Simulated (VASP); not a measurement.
Given:

```
BaTiO3
1.0
    3.96740     0.00000     0.00000
    0.00000     2.85114     2.86384
    0.00000    -2.85114     2.86384
Ba Ti O
1 1 3
Direct
  0.00000   0.00341   0.00341
  0.50000   0.51850   0.51850
  0.50000   0.97843   0.49135
  0.50000   0.49135   0.97843
  0.00000   0.48820   0.48820
```

Computed with LDA (Ceperley-Alder, Perdew-Zunger), VASP's LDA PAW potentials (set 64) (plane waves; VASP). Settings: 400 eV cut-off, 7×7×7 Γ-centred mesh, Gaussian smearing of 0.010 eV, potentials Ba_sv Ti_sv O.

At this cut-off the stress carries a Pulay error, which pulls relaxed volumes low. Energy and stress use the plane-wave basis of the starting cell.

**Question.** The ions, cell shape and volume are relaxed. Give the cell that the relaxation ends in.

**Answer.** 
```
BaTiO3
1.0
    3.91915     0.00000     0.00000
    0.00000     2.78715     2.79083
    0.00000    -2.78715     2.79083
Ba Ti O
1 1 3
Direct
  0.00000   0.99976   0.99976
  0.50000   0.50815   0.50815
  0.50000   0.98836   0.49230
  0.50000   0.49230   0.98836
  0.00000   0.49132   0.49132
```
Space group Amm2 (38), at a tolerance of 0.03 Å.

**Question.** How do energy and volume change from the first to the last step?

**Answer.** The energy (σ→0) changes by -24.6 meV/atom and the volume by -5.9 %, in 19 ionic steps.

The structure comes from a computed database's BaTiO3 entry (Amm2); how it stands against other phases isn't given here. This run relaxes it. Symmetry was kept, so distortions that lower it aren't found. The run is one of a series of settings (EDIFFG = -0.01, IBRION = 2, ISIF = 3, NSW = 50 against the base run), some of them coarse on purpose.
